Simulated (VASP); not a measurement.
Consider the following.

```
Ge
1.0
    0.00000     2.87907     2.87907
    2.87907     0.00000     2.87907
    2.87907     2.87907     0.00000
Ge
2
Direct
  0.00000   0.00000   0.00000
  0.25000   0.25000   0.25000
```

These are PW91 GGA, VASP's PBE PAW potentials (set 64) (plane waves; VASP) values and carry that method's errors. Run with 520 eV cut-off, 11×11×11 Γ-centred mesh, first-order Methfessel-Paxton smearing of 0.10 eV, potentials Ge_d.

**Question.** Predict the energy per atom (σ→0), band gap (on the k-mesh) with the smallest direct gap where there is one.

**Answer.** 
* **band gap (on the k-mesh)**: none (metal, semimetal or under 0.01 eV)
* **energy per atom (σ→0)**: -4.541 eV/atom

The compound is Ge in the diamond structure. It was relaxed first, which changed the volume by +5 %.
